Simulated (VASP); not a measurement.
```
CELL_PARAMETERS angstrom
      5.09826     0.00000     0.00000
      0.00000     5.09826     0.00000
      0.00000     0.00000     5.09826
ATOMIC_POSITIONS crystal
  Sr 0.50000 0.00000 0.50000
  Sr 0.00000 0.50000 0.50000
  Sr 0.50000 0.50000 0.00000
  Sn 0.00000 0.00000 0.00000
  O  0.50000 0.50000 0.50000
```

Calculation: PBEsol GGA, VASP's PBE PAW potentials (set 64) (plane waves; VASP). Settings: 520 eV cut-off, 7×7×7 Γ-centred mesh, tetrahedra with Blöchl corrections, potentials Sr_sv Sn_d O.

The cores are frozen, which limits the accuracy of field gradients.

**Question.** Give the principal components of the electric field gradient (V/Å²) and the asymmetry η at each nucleus.

**Answer.** 
| atom | Vxx | Vyy | Vzz | η |
|---|---|---|---|---|
| Sr1 | 34.1 | 34.1 | -68.2 | 0.00 |
| Sr2 | 34.1 | 34.1 | -68.2 | 0.00 |
| Sr3 | 34.1 | 34.1 | -68.2 | 0.00 |
| Sn4 | 0.0 | 0.0 | 0.0 | - |
| O5 | 0.0 | 0.0 | 0.0 | - |

The structure comes from a computed database's Sr3SnO entry (Pm-3m); how it stands against other phases isn't given here. It was relaxed first.
